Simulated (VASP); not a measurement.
```
CELL_PARAMETERS angstrom
      4.97635     0.00000     0.00000
      2.48818     4.30965     0.00000
      0.00000     0.00000    17.99910
ATOMIC_POSITIONS crystal
  Si 0.73077 0.73077 0.27779
  Si 0.39744 0.39744 0.38890
  Si 0.06410 0.06410 0.50000
  Si 0.73077 0.73077 0.61110
  Si 0.39744 0.39744 0.72221
  Ni 0.23077 0.23077 0.27779
  Ni 0.73077 0.23077 0.27779
  Ni 0.23077 0.73077 0.27779
  Ni 0.89744 0.89744 0.38890
  Ni 0.39744 0.89744 0.38890
  Ni 0.89744 0.39744 0.38890
  Ni 0.56410 0.56410 0.50000
  Ni 0.06410 0.56410 0.50000
  Ni 0.56410 0.06410 0.50000
  Ni 0.23077 0.23077 0.61110
  Ni 0.73077 0.23077 0.61110
  Ni 0.23077 0.73077 0.61110
  Ni 0.89744 0.89744 0.72221
  Ni 0.39744 0.89744 0.72221
  Ni 0.89744 0.39744 0.72221
```

Method: LDA (Ceperley-Alder, Perdew-Zunger), VASP's LDA PAW potentials (set 64) (plane waves; VASP). Settings: LREAL = Auto, 300 eV cut-off, 6×6×1 Γ-centred mesh, Gaussian smearing of 0.10 eV, potentials Si Ni.

The cell holds a wide vacuum, so values per volume refer to the whole cell.

Question: The ions are relaxed. Give the cell that the relaxation ends in.

Answer: 
```
CELL_PARAMETERS angstrom
      4.97635     0.00000     0.00000
      2.48818     4.30965     0.00000
      0.00000     0.00000    17.99910
ATOMIC_POSITIONS crystal
  Si 0.73077 0.73077 0.28606
  Si 0.39744 0.39744 0.39134
  Si 0.06410 0.06410 0.50000
  Si 0.73077 0.73077 0.60866
  Si 0.39744 0.39744 0.71394
  Ni 0.23256 0.23256 0.28552
  Ni 0.72719 0.23256 0.28552
  Ni 0.23256 0.72719 0.28552
  Ni 0.89774 0.89774 0.39220
  Ni 0.39683 0.89774 0.39220
  Ni 0.89774 0.39683 0.39220
  Ni 0.56410 0.56410 0.50000
  Ni 0.06410 0.56410 0.50000
  Ni 0.56410 0.06410 0.50000
  Ni 0.23046 0.23046 0.60780
  Ni 0.73138 0.23046 0.60780
  Ni 0.23046 0.73138 0.60780
  Ni 0.89565 0.89565 0.71448
  Ni 0.40101 0.89565 0.71448
  Ni 0.89565 0.40101 0.71448
```

Question: How much energy does the relaxation gain?

Answer: The energy (σ→0) changes by -14.5 meV/atom, in 10 ionic steps.

The cell is a sheet with vacuum, built from a database entry that may be metastable or hypothetical. The run is not spin-polarised, so no magnetic state was tried.
